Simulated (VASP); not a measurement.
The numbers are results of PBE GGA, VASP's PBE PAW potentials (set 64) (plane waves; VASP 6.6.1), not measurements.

A VASP calculation is set up with these files.

### POSCAR
```
TcSe
1
   -1.6398140000     1.6398140000     5.5516040000
    1.6398140000    -1.6398140000     5.5516040000
    1.6398140000     1.6398140000    -5.5516040000
Tc Se
2 2
Direct
  0.7500000000   0.7500000000   0.0000000000
  0.5000000000   0.0000000000   0.5000000000
  0.1660000000   0.1660000000   0.0000000000
  0.9160000000   0.4160000000   0.5000000000
```

**KPOINTS**
```
Automatic mesh
0
gamma
8 8 8
0 0 0
```

### INCAR
```
# general
SYSTEM  = TcSe
PREC    = Accurate
ENCUT   = 300
LREAL   = .FALSE.
LASPH   = .TRUE.

# electronic loop
EDIFF   = 1E-6
NELM    = 100
ALGO    = Normal
LMAXMIX = 4

# smearing
ISMEAR  = -1
SIGMA   = 0.1

# functional
GGA     = PE

# ions
ISIF    = 2

# output
LWAVE   = .FALSE.
LCHARG  = .FALSE.
```

POTCAR, in this order: Tc_pv Se (PBE.64 set). Program: vasp_std.

The run wrote:

**OSZICAR**
```
       N       E                     dE             d eps       ncg     rms          rms(c)
DAV:   1     0.299637205393E+03    0.29964E+03   -0.16645E+04  2986   0.105E+03
DAV:   2    -0.154564937231E+02   -0.31509E+03   -0.31096E+03  3205   0.343E+02
DAV:   3    -0.265749951303E+02   -0.11119E+02   -0.11005E+02  3519   0.710E+01
DAV:   4    -0.267312892171E+02   -0.15629E+00   -0.15604E+00  2938   0.826E+00
DAV:   5    -0.267348138140E+02   -0.35246E-02   -0.35220E-02  3514   0.964E-01    0.239E+01
DAV:   6    -0.262694475276E+02    0.46537E+00   -0.31961E+00  3007   0.127E+01    0.100E+01
DAV:   7    -0.262091644188E+02    0.60283E-01   -0.58380E-01  2906   0.484E+00    0.568E+00
DAV:   8    -0.261787185380E+02    0.30446E-01   -0.13766E-01  3245   0.285E+00    0.320E-01
DAV:   9    -0.261786281248E+02    0.90413E-04   -0.64274E-03  3483   0.392E-01    0.135E-01
DAV:  10    -0.261785754045E+02    0.52720E-04   -0.70287E-04  3011   0.214E-01    0.426E-02
DAV:  11    -0.261785693746E+02    0.60299E-05   -0.22470E-05  3233   0.316E-02    0.146E-02
DAV:  12    -0.261785680340E+02    0.13406E-05   -0.54156E-06  2936   0.113E-02    0.173E-03
DAV:  13    -0.261785677302E+02    0.30377E-06   -0.24554E-07  1609   0.340E-03
   1 F= -.26178568E+02 E0= -.26107723E+02  d E =-.141688E+00
```

### OUTCAR
```
------------------------ aborting loop because EDIFF is reached ----------------------------------------
  FORCE on cell =-STRESS in cart. coord.  units (eV):
  Direction    XX          YY          ZZ          XY          YZ          ZX
  --------------------------------------------------------------------------------------
  Total        8.5076465      8.5076465      5.8864764      0.0000000      0.0000000      0.0000000
  in kB      228.2718557    228.2718557    157.9422563      0.0000000      0.0000000      0.0000000
  external PRESSURE =     204.8286559 kB  Pullay stress =       0.0000000 kB
  volume of cell :       59.71
      direct lattice vectors                 reciprocal lattice vectors
    -1.639814000  1.639814000  5.551604000     0.000000000  0.304912630  0.090064061
     1.639814000 -1.639814000  5.551604000     0.304912630  0.000000000  0.090064061
     1.639814000  1.639814000 -5.551604000     0.304912630  0.304912630  0.000000000
 POSITION                                       TOTAL-FORCE (eV/Angst)
 -----------------------------------------------------------------------------------
      0.00000      0.00000      8.32741         0.000000     -0.000000      0.166906
      0.00000      1.63981      0.00000        -0.000000      0.000000      0.166906
      0.00000      0.00000      1.84313         0.000000      0.000000     -0.166906
      0.00000      1.63981      4.61893         0.000000      0.000000     -0.166906
 -----------------------------------------------------------------------------------
    total drift:                               -0.000001     -0.000001     -0.000556
  FREE ENERGIE OF THE ION-ELECTRON SYSTEM (eV)
  ---------------------------------------------------
  free  energy   TOTEN  =       -26.1785677302 eV

  energy  without entropy=      -26.0368792434  energy(sigma->0) =      -26.10772349
```
(Selected blocks of OUTCAR.)

At this cut-off the stress carries a Pulay error, which pulls relaxed volumes low.

The structure was generated: TcSe was put into an ordered model structure, which need not be its known phase. The cell was not relaxed at this level. The k-mesh is coarse (spacing up to 0.34 per Å, 2π included), so the numbers may not be converged in it. The run is one of a series of settings (KPOINTS 8×8×8 Γ-centred mesh against the base run), some of them coarse on purpose.
